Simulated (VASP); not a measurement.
Computed with PBEsol GGA, VASP's PBE PAW potentials (set 64) (plane waves; VASP 6.6.1).

VASP input:

### INCAR
```
# general
SYSTEM =CoC
PREC   =Accurate
ENCUT  =520
LREAL  =.FALSE.
LASPH  =.TRUE.

# electronic loop
EDIFF  =1E-7
NELM   =100
ALGO   =Normal
LMAXMIX=4

# smearing
ISMEAR =-5

# functional
GGA    =PS

# spin
ISPIN  =2
MAGMOM =0.7 0.0

# ions
ISIF   =2

# output
LWAVE  =.FALSE.
LCHARG =.TRUE.
LORBIT =11
NEDOS  =601
```

KPOINTS:
```
Regular mesh
0
G
16 16 16
```

**POSCAR**
```
CoC
1
    2.4597233327     0.0000000000     0.0000000000
    0.0000000000     2.4597233327     0.0000000000
   -0.0000000000    -0.0000000000     2.4597233327
Co C
1 1
Direct
  0.0000000000   0.0000000000   0.0000000000
  0.5000000000   0.5000000000   0.5000000000
```

POTCAR, in this order: Co C (PBE.64 set). Program: vasp_std.

The run wrote:

### OSZICAR
```
       N       E                     dE             d eps       ncg     rms          rms(c)
DAV:   1     0.475544205546E+02    0.47554E+02   -0.61175E+03  6736   0.151E+03
DAV:   2    -0.153321509824E+02   -0.62887E+02   -0.59023E+02  6862   0.241E+02
DAV:   3    -0.187266706663E+02   -0.33945E+01   -0.31355E+01  7274   0.631E+01
DAV:   4    -0.188143217985E+02   -0.87651E-01   -0.86595E-01  7482   0.986E+00
DAV:   5    -0.188160665281E+02   -0.17447E-02   -0.17530E-02  7338   0.148E+00    0.216E+01
DAV:   6    -0.262672339687E+02   -0.74512E+01   -0.14565E+02  7190   0.196E+02    0.293E+01
DAV:   7    -0.151769096436E+02    0.11090E+02   -0.49471E+01  7968   0.128E+02    0.341E+00
DAV:   8    -0.152000619378E+02   -0.23152E-01   -0.10059E+00  7338   0.114E+01    0.289E+00
DAV:   9    -0.152195289990E+02   -0.19467E-01   -0.17135E-01  8182   0.635E+00    0.766E-01
DAV:  10    -0.152210906705E+02   -0.15617E-02   -0.78180E-03  8556   0.141E+00    0.331E-01
DAV:  11    -0.152207490573E+02    0.34161E-03   -0.52796E-04  9078   0.240E-01    0.165E-01
DAV:  12    -0.152205147078E+02    0.23435E-03   -0.50336E-04 10166   0.227E-01    0.522E-02
DAV:  13    -0.152205087312E+02    0.59767E-05   -0.54658E-05  9338   0.800E-02    0.310E-02
DAV:  14    -0.152205307734E+02   -0.22042E-04   -0.11507E-05  7638   0.529E-02    0.148E-02
DAV:  15    -0.152205277153E+02    0.30581E-05   -0.25099E-06  8946   0.180E-02    0.626E-03
DAV:  16    -0.152205276743E+02    0.41032E-07   -0.60129E-07  4420   0.106E-02
   1 F= -.15220528E+02 E0= -.15220528E+02  d E =0.000000E+00  mag=     0.7746
```

**OUTCAR**
```
------------------------ aborting loop because EDIFF is reached ----------------------------------------
  FORCE on cell =-STRESS in cart. coord.  units (eV):
  Direction    XX          YY          ZZ          XY          YZ          ZX
  --------------------------------------------------------------------------------------
  Total        0.0069155      0.0069155      0.0069155      0.0000000      0.0000000      0.0000000
  in kB        0.7445136      0.7445136      0.7445136      0.0000000      0.0000000      0.0000000
  external PRESSURE =       0.7445136 kB  Pullay stress =       0.0000000 kB
  volume of cell :       14.88
      direct lattice vectors                 reciprocal lattice vectors
     2.459723333  0.000000000  0.000000000     0.406549788  0.000000000  0.000000000
     0.000000000  2.459723333  0.000000000     0.000000000  0.406549788  0.000000000
     0.000000000  0.000000000  2.459723333     0.000000000  0.000000000  0.406549788
 POSITION                                       TOTAL-FORCE (eV/Angst)
 -----------------------------------------------------------------------------------
      0.00000      0.00000      0.00000         0.000000      0.000000      0.000000
      1.22986      1.22986      1.22986         0.000000      0.000000      0.000000
 -----------------------------------------------------------------------------------
    total drift:                                0.000000     -0.000000      0.000000
  FREE ENERGIE OF THE ION-ELECTRON SYSTEM (eV)
  ---------------------------------------------------
  free  energy   TOTEN  =       -15.2205276743 eV

  energy  without entropy=      -15.2205276743  energy(sigma->0) =      -15.22052767

 total charge

# of ion       s       p       d       tot
------------------------------------------
    1        0.448   0.689   7.505   8.642
    2        0.903   1.328   0.000   2.232
--------------------------------------------------
tot          1.351   2.017   7.505  10.873

 magnetization (x)

# of ion       s       p       d       tot
------------------------------------------
    1        0.005  -0.000   0.699   0.704
    2        0.013   0.036   0.000   0.049
--------------------------------------------------
tot          0.017   0.036   0.699   0.753
```
(Selected blocks of OUTCAR.)

For a metal the tetrahedron method with Blöchl corrections gives inexact stress and forces.

The structure was generated: CoC was put into the CsCl type type (Pm-3m), which need not be its known phase. It was relaxed first, which changed the volume by -18 %.
